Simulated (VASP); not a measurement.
Input:

```
NbAs
1.0
    3.54110     0.00000     0.00000
   -1.77055     3.06668     0.00000
    0.00000     0.00000     3.45594
Nb As
1 1
Direct
  0.00000   0.00000   0.00000
  0.66667   0.33333   0.50000
```

All values below come from PBE GGA, VASP's PBE PAW potentials (set 64) (plane waves; VASP). Run with 400 eV cut-off, 8×8×7 Γ-centred mesh, Gaussian smearing of 0.050 eV, potentials Nb_sv As.

Q: Estimate the energy per atom (σ→0), pressure, band gap (on the k-mesh) with the smallest direct gap where there is one.

A: 
```json
{
  "band gap (on the k-mesh)": "none (metal, semimetal or under 0.01 eV)",
  "energy per atom (σ→0)": "-8.095 eV/atom",
  "pressure": "-7.35 GPa"
}
```

Only differences to runs with the same potentials and settings are physical.

The structure was generated: NbAs was put into the WC type (P-6m2), which need not be its known phase. The cell was not relaxed at this level.
